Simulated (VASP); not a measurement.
Data:

```xyz
2
Lattice="4.3908 0.0000 0.0000 0.0000 4.3908 0.0000 0.0000 0.0000 4.3908" Properties=species:S:1:pos:R:3 pbc="T T T"
Cs     0.0000     0.0000     0.0000
Br     2.1954     2.1954     2.1954
```

Computed with PBE GGA, VASP's PBE PAW potentials (set 64) (plane waves; VASP 6.6.1). Settings: 520 eV cut-off, 6×6×6 Γ-centred mesh, Gaussian smearing of 0.050 eV, potentials Cs_sv Br.

Unless said otherwise, spin-orbit coupling is left out, though it shifts the bands of the heavy elements here.

Task: Estimate the energy per atom (σ→0), band gap (on the k-mesh) with the smallest direct gap where there is one.

Result: 
band gap (on the k-mesh): 4.24 eV
smallest direct gap (on the k-mesh): 4.26 eV
energy per atom (σ→0): -3.012 eV/atom

Total energies compare only between runs with the same potentials, cut-off and functional.

The compound is CsBr in the CsCl type structure. It was relaxed first, which changed the volume by +7 %.
